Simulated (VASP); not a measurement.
Here is the system:

```
CELL_PARAMETERS angstrom
      1.91158    -3.31095     0.00000
      1.91158     3.31095     0.00000
      0.00000     0.00000     6.26897
ATOMIC_POSITIONS crystal
  Zn 0.66667 0.33333 0.50023
  Zn 0.33333 0.66667 0.00023
  S  0.66667 0.33333 0.87477
  S  0.33333 0.66667 0.37477
```

These are rev-vdW-DF2, VASP's PBE PAW potentials (set 64) (plane waves; VASP) values and carry that method's errors. Settings: 520 eV cut-off, 6×6×3 Γ-centred mesh, Gaussian smearing of 0.050 eV, potentials Zn S.

Problem. Predict the energy per atom (σ→0), band gap (on the k-mesh) with the smallest direct gap where there is one.

Solution. 
```yaml
band gap (on the k-mesh): 2.05 eV
smallest direct gap (on the k-mesh): 2.05 eV
energy per atom (σ→0): -136.8 kJ/mol of atoms
```

Only differences to runs with the same potentials and settings are physical.

The compound is ZnS in the wurtzite structure, the high-temperature form. It was relaxed first. The start is the result of an earlier pass.
